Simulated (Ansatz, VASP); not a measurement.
## Cross-check of BHN (BN(111) slab, H on both faces) between VASP and Ansatz

One calculation is typed for both programs; each brings its own data sets. How far apart do they land? The cell is taken from a series of runs on this material, whose earlier steps may have relaxed, scaled, displaced or heated it; both programs get it as it stands.

Program: Ansatz 0.2.0. Level of theory: plane waves, with VASP 6.6.1 beside it; single point at LDA. Results are calculated unless marked as measured.

### 1. The structure

The cell holds 150 atoms: 50 B, 50 N and 50 H. Its edges and angles: a = 12.784 Å, b = 12.784 Å, c = 16.820 Å, α = 90.0°, β = 90.0°, γ = 60.0°. It derives from BN (zinc-blende). As first built, before any earlier steps moved the atoms (in the runner's words): zinc-blende BN (a = 3.616 A), (111) slab of 4 atomic planes, 5 x 5 surface cells, H on the broken bonds of both faces; displaced by a Gaussian of 0.02 A. Vacuum lies along c.

### 2. Ansatz: single point, LDA

Ansatz runs on its default PAW (the set named soft_2) files.

With cell and atoms fixed, the geometry can't cause a difference; cores, projectors, grids and the points listed under the comparison can.

Input file input.yaml:

```yaml
crystal:
  lattice:
    - [12.78449, 0.0, 0.0]
    - [6.39225, 11.07169, 0.0]
    - [0.0, 0.0, 16.81962]
  atoms:
    - { symbol: B, position: [0.1295, 0.13885, 0.44962] }
    - { symbol: "N", position: [0.00049, 0.99988, 0.41839] }
    - { symbol: B, position: [0.06795, 0.0644, 0.57383] }
    - { symbol: "N", position: [0.13342, 0.13304, 0.54183] }
    - { symbol: B, position: [0.13549, 0.33168, 0.44454] }
    - { symbol: "N", position: [0.00255, 0.19823, 0.41733] }
    - { symbol: B, position: [0.06745, 0.26508, 0.57352] }
    - { symbol: "N", position: [0.13165, 0.33586, 0.54423] }
    - { symbol: B, position: [0.13483, 0.53376, 0.44843] }
    - { symbol: "N", position: [0.00126, 0.39914, 0.41835] }
    - { symbol: B, position: [0.06411, 0.46793, 0.57096] }
    - { symbol: "N", position: [0.13317, 0.53404, 0.54204] }
    - { symbol: B, position: [0.13143, 0.73184, 0.44868] }
    - { symbol: "N", position: [0.00056, 0.60199, 0.41824] }
    - { symbol: B, position: [0.06689, 0.66792, 0.5743] }
    - { symbol: "N", position: [0.1325, 0.73302, 0.54149] }
    - { symbol: B, position: [0.13799, 0.93402, 0.45051] }
    - { symbol: "N", position: [0.99962, 0.80424, 0.4167] }
    - { symbol: B, position: [0.06638, 0.86497, 0.57414] }
    - { symbol: "N", position: [0.13609, 0.93145, 0.54499] }
    - { symbol: B, position: [0.33201, 0.13536, 0.44839] }
    - { symbol: "N", position: [0.20005, 0.00016, 0.41886] }
    - { symbol: B, position: [0.26431, 0.06763, 0.57191] }
    - { symbol: "N", position: [0.33302, 0.13296, 0.53895] }
    - { symbol: B, position: [0.33303, 0.33429, 0.44883] }
    - { symbol: "N", position: [0.2025, 0.19832, 0.41654] }
    - { symbol: B, position: [0.26427, 0.2681, 0.57344] }
    - { symbol: "N", position: [0.33569, 0.33328, 0.54273] }
    - { symbol: B, position: [0.33013, 0.53456, 0.44768] }
    - { symbol: "N", position: [0.20125, 0.39965, 0.41719] }
    - { symbol: B, position: [0.26466, 0.46803, 0.57231] }
    - { symbol: "N", position: [0.33209, 0.53236, 0.54106] }
    - { symbol: B, position: [0.33475, 0.73582, 0.44868] }
    - { symbol: "N", position: [0.19939, 0.60159, 0.41565] }
    - { symbol: B, position: [0.26408, 0.66787, 0.573] }
    - { symbol: "N", position: [0.3344, 0.73408, 0.54228] }
    - { symbol: B, position: [0.33394, 0.93495, 0.44726] }
    - { symbol: "N", position: [0.1987, 0.79951, 0.41744] }
    - { symbol: B, position: [0.26593, 0.86789, 0.57145] }
    - { symbol: "N", position: [0.33379, 0.93186, 0.54041] }
    - { symbol: B, position: [0.53475, 0.13006, 0.44576] }
    - { symbol: "N", position: [0.39868, 0.9995, 0.41648] }
    - { symbol: B, position: [0.46799, 0.06419, 0.57428] }
    - { symbol: "N", position: [0.53244, 0.13616, 0.54109] }
    - { symbol: B, position: [0.53291, 0.33298, 0.44758] }
    - { symbol: "N", position: [0.39839, 0.19884, 0.41736] }
    - { symbol: B, position: [0.47095, 0.26608, 0.5725] }
    - { symbol: "N", position: [0.53224, 0.33377, 0.53992] }
    - { symbol: B, position: [0.53306, 0.53552, 0.45016] }
    - { symbol: "N", position: [0.39656, 0.40242, 0.41463] }
    - { symbol: B, position: [0.46933, 0.46716, 0.57169] }
    - { symbol: "N", position: [0.5326, 0.53248, 0.53797] }
    - { symbol: B, position: [0.53448, 0.73425, 0.44928] }
    - { symbol: "N", position: [0.401, 0.60123, 0.41823] }
    - { symbol: B, position: [0.4643, 0.66739, 0.57147] }
    - { symbol: "N", position: [0.53157, 0.7374, 0.54165] }
    - { symbol: B, position: [0.53228, 0.93225, 0.44768] }
    - { symbol: "N", position: [0.40174, 0.80055, 0.41666] }
    - { symbol: B, position: [0.4656, 0.86768, 0.57221] }
    - { symbol: "N", position: [0.53158, 0.93387, 0.54232] }
    - { symbol: B, position: [0.73195, 0.13519, 0.44952] }
    - { symbol: "N", position: [0.6007, 0.99813, 0.41722] }
    - { symbol: B, position: [0.66949, 0.06548, 0.57205] }
    - { symbol: "N", position: [0.7335, 0.13394, 0.53953] }
    - { symbol: B, position: [0.73426, 0.3339, 0.45] }
    - { symbol: "N", position: [0.60003, 0.19876, 0.41791] }
    - { symbol: B, position: [0.66542, 0.26764, 0.57106] }
    - { symbol: "N", position: [0.73433, 0.3322, 0.54248] }
    - { symbol: B, position: [0.73293, 0.53596, 0.44871] }
    - { symbol: "N", position: [0.5969, 0.40271, 0.41738] }
    - { symbol: B, position: [0.66519, 0.46781, 0.57332] }
    - { symbol: "N", position: [0.73314, 0.53307, 0.54288] }
    - { symbol: B, position: [0.73059, 0.7357, 0.44734] }
    - { symbol: "N", position: [0.60171, 0.59814, 0.41836] }
    - { symbol: B, position: [0.66803, 0.66696, 0.57053] }
    - { symbol: "N", position: [0.73343, 0.73434, 0.5391] }
    - { symbol: B, position: [0.73712, 0.92946, 0.44845] }
    - { symbol: "N", position: [0.60013, 0.80158, 0.41645] }
    - { symbol: B, position: [0.66607, 0.86908, 0.57357] }
    - { symbol: "N", position: [0.73384, 0.9336, 0.54322] }
    - { symbol: B, position: [0.9341, 0.13425, 0.44736] }
    - { symbol: "N", position: [0.79783, 0.99985, 0.41599] }
    - { symbol: B, position: [0.86436, 0.06807, 0.57215] }
    - { symbol: "N", position: [0.93168, 0.13448, 0.54109] }
    - { symbol: B, position: [0.9353, 0.33138, 0.4468] }
    - { symbol: "N", position: [0.79706, 0.20083, 0.41623] }
    - { symbol: B, position: [0.86549, 0.26672, 0.57239] }
    - { symbol: "N", position: [0.9365, 0.33297, 0.54328] }
    - { symbol: B, position: [0.93199, 0.53472, 0.44942] }
    - { symbol: "N", position: [0.80027, 0.4018, 0.4165] }
    - { symbol: B, position: [0.86589, 0.46642, 0.57204] }
    - { symbol: "N", position: [0.93237, 0.53392, 0.54068] }
    - { symbol: B, position: [0.93244, 0.73449, 0.45039] }
    - { symbol: "N", position: [0.79912, 0.60085, 0.41856] }
    - { symbol: B, position: [0.86804, 0.66494, 0.57166] }
    - { symbol: "N", position: [0.92948, 0.7337, 0.54458] }
    - { symbol: B, position: [0.93525, 0.93348, 0.44889] }
    - { symbol: "N", position: [0.79921, 0.79962, 0.41795] }
    - { symbol: B, position: [0.8668, 0.86695, 0.57369] }
    - { symbol: "N", position: [0.93117, 0.93668, 0.54152] }
    - { symbol: H, position: [0.99834, 0.00081, 0.35663] }
    - { symbol: H, position: [0.06922, 0.06582, 0.64174] }
    - { symbol: H, position: [0.00057, 0.1992, 0.35384] }
    - { symbol: H, position: [0.06748, 0.26913, 0.64531] }
    - { symbol: H, position: [0.99944, 0.40105, 0.35729] }
    - { symbol: H, position: [0.06627, 0.46883, 0.64668] }
    - { symbol: H, position: [0.9984, 0.60024, 0.35607] }
    - { symbol: H, position: [0.06616, 0.66893, 0.64212] }
    - { symbol: H, position: [0.00453, 0.79788, 0.35606] }
    - { symbol: H, position: [0.06735, 0.86766, 0.64089] }
    - { symbol: H, position: [0.1979, 0.00043, 0.35568] }
    - { symbol: H, position: [0.2667, 0.06797, 0.64162] }
    - { symbol: H, position: [0.20043, 0.19899, 0.35618] }
    - { symbol: H, position: [0.26664, 0.26727, 0.6427] }
    - { symbol: H, position: [0.19804, 0.40129, 0.35699] }
    - { symbol: H, position: [0.26925, 0.46363, 0.64257] }
    - { symbol: H, position: [0.20227, 0.59856, 0.35487] }
    - { symbol: H, position: [0.26391, 0.66819, 0.64292] }
    - { symbol: H, position: [0.20253, 0.79924, 0.35668] }
    - { symbol: H, position: [0.26671, 0.86902, 0.64522] }
    - { symbol: H, position: [0.39996, 0.00145, 0.3559] }
    - { symbol: H, position: [0.46618, 0.06785, 0.64344] }
    - { symbol: H, position: [0.39988, 0.20114, 0.35587] }
    - { symbol: H, position: [0.46617, 0.26543, 0.64223] }
    - { symbol: H, position: [0.39656, 0.4016, 0.35976] }
    - { symbol: H, position: [0.46496, 0.46826, 0.64475] }
    - { symbol: H, position: [0.40389, 0.59441, 0.35657] }
    - { symbol: H, position: [0.46643, 0.66957, 0.64129] }
    - { symbol: H, position: [0.39514, 0.80297, 0.35686] }
    - { symbol: H, position: [0.46359, 0.86939, 0.64406] }
    - { symbol: H, position: [0.59976, 0.00102, 0.35687] }
    - { symbol: H, position: [0.66588, 0.06595, 0.64217] }
    - { symbol: H, position: [0.60125, 0.20025, 0.3594] }
    - { symbol: H, position: [0.66804, 0.26566, 0.64207] }
    - { symbol: H, position: [0.60096, 0.39906, 0.35777] }
    - { symbol: H, position: [0.66528, 0.4658, 0.64309] }
    - { symbol: H, position: [0.59773, 0.59845, 0.35734] }
    - { symbol: H, position: [0.668, 0.66723, 0.64237] }
    - { symbol: H, position: [0.59976, 0.80417, 0.35622] }
    - { symbol: H, position: [0.66724, 0.86707, 0.64402] }
    - { symbol: H, position: [0.80081, 0.99885, 0.35704] }
    - { symbol: H, position: [0.87065, 0.06536, 0.64396] }
    - { symbol: H, position: [0.80118, 0.2001, 0.35585] }
    - { symbol: H, position: [0.86528, 0.26655, 0.64374] }
    - { symbol: H, position: [0.79773, 0.3997, 0.36007] }
    - { symbol: H, position: [0.86591, 0.46391, 0.64473] }
    - { symbol: H, position: [0.80202, 0.59936, 0.35637] }
    - { symbol: H, position: [0.8659, 0.66933, 0.64388] }
    - { symbol: H, position: [0.79874, 0.79905, 0.35551] }
    - { symbol: H, position: [0.86581, 0.86788, 0.64574] }
kpoints:
  mp_grid: { grid: [1, 1, 1] }
hamiltonian:
  xc: lda
scf:
  occupations: { method: fermi_dirac, width: 0.025 }
output:
  forces: true
```

Started as:

```
> ansatz run input.yaml --threads 4 --pin off --max-ram 8192MiB --backend cpu --events-out ev --progress --plain --runs-dir out
```

Numbers of over 12 decimals in the logs are rounded to 6 here.

Output:

```text
Engine: ansatz 0.2.0, aarch64-unknown-linux-gnu
Pseudopotentials: kind: paw
Pseudopotential: B, paw, valence charge 3, recommended cutoff 420 eV (normal), B.paw.azcp
Pseudopotential: N, paw, valence charge 5, recommended cutoff 420 eV (normal), N.paw.azcp
Pseudopotential: H, paw, valence charge 1, recommended cutoff 420 eV (normal), H.paw.azcp
Functional definition: SPW92
  exchange = slater_x
  correlation = pw_c
Crystal: 150 atoms, lattice volume = 2380.748 Å³
Basis set: ecut = 420 eV, 46521 PW (Γ)
Bands: 375, of which v1, the nominal top of the filled ones, is band 225 counted from 1 (224 counted from 0)
Symmetry: 1 space group operations
Space group: P1 (ITA 1), of the structure as read, at distance tolerance 1.3e-4 Å
k-points: 1
Non-local potential: B, projectors of the file, l = 0: 2, l = 1: 2, l = 2: 1
Non-local potential: N, projectors of the file, l = 0: 2, l = 1: 2, l = 2: 1
Non-local potential: H, projectors of the file, l = 0: 2, l = 1: 1
PAW form: soft (Blöchl's): semilocal exchange-correlation on the pseudo side does not see the compensation charge
PAW frozen core: B, regenerated for the run's functional, and the local potential with it (the file was generated under x = pbe(κ = 0.804, μ = 0.219515), c = pbe(β = 0.066725))
PAW frozen core: N, regenerated for the run's functional, and the local potential with it (the file was generated under x = pbe(κ = 0.804, μ = 0.219515), c = pbe(β = 0.066725))
PAW one-centre angular grid: B, 110 points (default); XC on 64 Gauss nodes
PAW one-centre angular grid: N, 110 points (default); XC on 64 Gauss nodes
PAW one-centre angular grid: H, 110 points (default); XC on 64 Gauss nodes
Initial density: superposition of atomic densities (neutral atoms: chi_scale 0, normalization atom), corrected by the library's trained network
Initial wavefunctions: pseudopotential atomic-orbital guess
Functional: x = slater, c = lda
SCF iter   1: F=—  HF=-27080.990286 eV  |F-HF|=—  |Δ(HF+E_count)|=         —  Δρ=7.52e-3  dr2=5.50e0  ethr=1.77e-3  ⟨swp⟩=9.0  Hψ=2256  notcnv=0  defer=105
preconditioner: auto → Resta (q_TF=auto, 2.067 Å⁻¹)  ε∞=2.1  [insulator: Δε(μ)=1.910 eV  Ē_g=15.558 eV  σ=0.025 eV  W_gap=1.00  n_scr=340 (ndim 8)  ℏωp=16.1 eV  f_vac=0.579  D(μ)=0.00/eV (n_scr^D=0)  ε∞_Penn≈2.1  vacuum switching on, ρ_ref=1.8e-2 e/Å³]
SCF iter   2: F=—  HF=-27079.579738 eV  |F-HF|=—  |Δ(HF+E_count)|=    1.41e0  Δρ=5.17e-3  dr2=3.52e-1  ethr=1.22e-3  ⟨swp⟩=2.0  Hψ=501  notcnv=0  defer=137
SCF iter   3: F=—  HF=-27079.512661 eV  |F-HF|=—  |Δ(HF+E_count)|=   6.71e-2  Δρ=2.25e-3  dr2=6.59e-2  ethr=7.83e-5  ⟨swp⟩=2.0  Hψ=389  notcnv=0  defer=28
automatic band count: iteration 3 solves 260 bands in place of 375: the levels show a gap, and the empty bands left out lie too high to hold charge; the band table lists the bands solved (type scf.n_extra_bands for more)
SCF iter   4: F=—  HF=-27079.503215 eV  |F-HF|=—  |Δ(HF+E_count)|=   9.45e-3  Δρ=7.74e-4  dr2=1.31e-2  ethr=1.46e-5  ⟨swp⟩=2.0  Hψ=430  notcnv=0  defer=28
SCF iter   5: F=—  HF=-27079.500081 eV  |F-HF|=—  |Δ(HF+E_count)|=   3.13e-3  Δρ=1.45e-4  dr2=6.36e-4  ethr=2.92e-6  ⟨swp⟩=2.0  Hψ=438  notcnv=0  defer=28
SCF iter   6: F=—  HF=-27079.500077 eV  |F-HF|=—  |Δ(HF+E_count)|=   3.13e-6  Δρ=5.06e-5  dr2=8.79e-5  ethr=1.41e-7  ⟨swp⟩=3.0  Hψ=457  notcnv=0  defer=28
SCF iter   7: F=—  HF=-27079.498688 eV  |F-HF|=—  |Δ(HF+E_count)|=   1.39e-3  Δρ=1.48e-5  dr2=6.39e-6  ethr=1.95e-8  ⟨swp⟩=2.0  Hψ=443  notcnv=0  defer=28
SCF iter   8: F=—  HF=-27079.498690 eV  |F-HF|=—  |Δ(HF+E_count)|=   2.41e-6  Δρ=4.81e-6  dr2=5.16e-7  ethr=1.42e-9  ⟨swp⟩=2.0  Hψ=415  notcnv=0  defer=28
SCF iter   9: F=-27079.498690 eV  HF=-27079.498690 eV  |F-HF|=3.85e-8  |Δ(HF+E_count)|=   1.17e-7  Δρ=1.82e-6  dr2=7.66e-8  ethr=2.22e-11  ⟨swp⟩=5.0  Hψ=1132  notcnv=0
SCF 1 converged in 9 iterations: F = -27079.498690 eV  dr2 = 7.66e-8
  greatest PAW one-centre occupation: 0.793 electrons in one spin orbital (limit 2), on the N atom at site 49 (counted from 0), in its partial waves of l = 0
SCF converged after 9 iterations
Free energy (F): -27079.498690 eV
Harris-Foulkes:  -27079.498690 eV  (|F-HF|=3.85e-8)
Internal energy: -27079.498690 eV  (E = F + TS)
E sigma→0 (E₀):  -27079.498690 eV
Fermi energy:    -0.099777 eV
--- Per-component energies (eV) ---
  E_band       = -3806.489297
  E_kinetic    = 9920.409119
  E_local      = -200308.586585  (includes V_loc(G=0)·N_el)
  E_nonlocal   = 3026.837345
  E_hartree    = 95555.401218
  E_xc         = -5045.921997
  E_vxc        = -6322.606834  (∫ρ·V_xc dr)
  E_paw        = -9595.228726  (= ΣΔE_a)
  E_vpaw       = -1233.308505  (= ΣTr[D̂ρ^β])
  E_aug_tail   = -0.059676  (compensation charges beyond the density's cutoff)
  E_ewald      = 79361.356696
  E_core_change = 6.293916  (= ΣΔE_core)
  E_smearing   = -0.000000  (= −TS)
  E_closure    = 0.000000  (closes the sum)
  Σ components = -27079.498690   (vs F -27079.498690, Δ=0.00e0)
--- Forces (eV/Å), atoms counted from 1 ---
  atom   1  B      1.00600311    -1.98419869     1.27709194
  atom   2  N      0.49436829     0.56953311     0.11164872
  atom   3  B     -0.27521652     0.64687670    -1.38142129
  atom   4  N     -0.42322322     0.41088987    -1.79715518
  atom   5  B     -0.08838512     0.58756247     3.32773448
  atom   6  N     -0.86206774     1.05437758    -1.21218970
  atom   7  B      0.32922169     0.63823628     0.51022563
  atom   8  N      0.10833013    -0.98162390    -3.25762347
  atom   9  B     -0.52049639     0.02733346     1.52010498
  atom  10  N      0.03467304     0.17859417    -0.18038271
  atom  11  B      0.59831564    -0.01926200     1.88621615
  atom  12  N     -0.34609231     0.23408410    -2.10239859
  atom  13  B      0.97874140     0.97005889     1.17183452
  atom  14  N     -0.50632836    -0.41760075    -0.07732222
  atom  15  B     -0.63064747    -0.34385381    -1.46958701
  atom  16  N     -0.20466741     0.28873772    -1.80881285
  atom  17  B     -1.85119009    -0.58991532     1.11917841
  atom  18  N     -0.83750166    -1.47438691     1.23309539
  atom  19  B      0.20869090     0.63245393    -2.14555942
  atom  20  N     -0.92483560     0.52258070    -3.26130957
  atom  21  B      0.19899367    -1.05611022     1.35528075
  atom  22  N      0.37332302     0.52419225    -0.90858762
  atom  23  B      0.89664689    -0.45337806    -0.73749769
  atom  24  N     -0.18972680     0.36203746    -0.26400077
[...]
atom 143  H     -0.22386561     0.07002075    -0.80344888
  atom 144  H      0.02829901    -0.02318377     0.24236314
  atom 145  H     -0.10872067     0.01600507    -4.25545373
  atom 146  H      0.12525993     0.15182601    -0.24974415
  atom 147  H     -0.12155723    -0.01143844     0.19358251
  atom 148  H     -0.20111870    -0.21617500    -0.08765390
  atom 149  H      0.17177138     0.05110644     0.33815910
  atom 150  H      0.09725889     0.02943649    -0.03601465
  max |Σ_I F_I| component: 4.71e-4 eV/Å
```

(Part 1 of 2 ends here.)

[Lines on the potential files, build, host, timing and source positions are cut from VASP's logs without a mark.]

[Logs are printed without paths, hosts, clocks, repeated set-up lines and the standing remarks that a program may print on its own settings, such as how far it seeks lower states.]

[Hosts, paths, dates, database ids (printed as entryN), source tags and the programs' standing remarks are cut or masked in the printed files.]
